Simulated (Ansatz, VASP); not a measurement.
## B3C2: VASP beside Ansatz

```xyz
5
Lattice="3.2698 0.0000 0.0000 0.0000 3.2698 0.0000 0.0000 0.0000 3.2698" Properties=species:S:1:pos:R:3 pbc="T T T"
B     1.6349    0.0000    0.0000
B     0.0000    1.6349    0.0000
B     0.0000    0.0000    1.6349
C     0.0000    0.0000    0.0000
C     1.6349    1.6349    1.6349
```

Alike in both runs: functional PBE; k mesh 6 × 6 × 6; occupations gaussian, width 0.1 eV; no spin polarisation.

Ansatz relaxed the structure, and its values are those at the end. VASP's run is a single point on that final structure, the one shown.

```csv
,VASP,Ansatz
version,VASP 6.6.1,Ansatz 0.2.0
potentials or method,"VASP PAW PBE potentials, release 64 (B, C)","scalar-relativistic, plane waves, PAW"
plane-wave cutoff (eV),520,420
valence electrons in the cell,17,17
```

|  | VASP | Ansatz | Ansatz less VASP |
| --- | --- | --- | --- |
| gap on the k mesh at the Fermi level (eV) | none | none | - |
| pressure (GPa) | -0.3 | -0.3 | +0.01 |

A gap of «none» marks a metal or a gap that the smearing closes.
